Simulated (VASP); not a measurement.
Here is the system:

```
Rb
1.0
   -2.82500     2.82500     2.82500
    2.82500    -2.82500     2.82500
    2.82500     2.82500    -2.82500
Rb
1
Direct
  0.00000   0.00000   0.00000
```

Method: PBE GGA, VASP's PBE PAW potentials (set 64) (plane waves; VASP). Run with 300 eV cut-off, 11×11×11 Γ-centred mesh, Fermi-Dirac smearing of 0.050 eV, potentials Rb_sv.

Q: Give the energies of bands 5 to 7 at the high-symmetry points, in eV from the Fermi level.

A: 
```json
[
 {"band": "5", "Γ": "-2.00", "H": "1.23", "N": "0.22", "P": "1.28"},
 {"band": "6", "Γ": "3.67", "H": "1.23", "N": "0.77", "P": "1.28"},
 {"band": "7", "Γ": "3.67", "H": "3.26", "N": "2.57", "P": "1.28"}
]
```

It has no gap at this level: it comes out as a metal or semimetal.

The structure is a typed Rb crystal (Im-3m). The cell was not relaxed at this level.
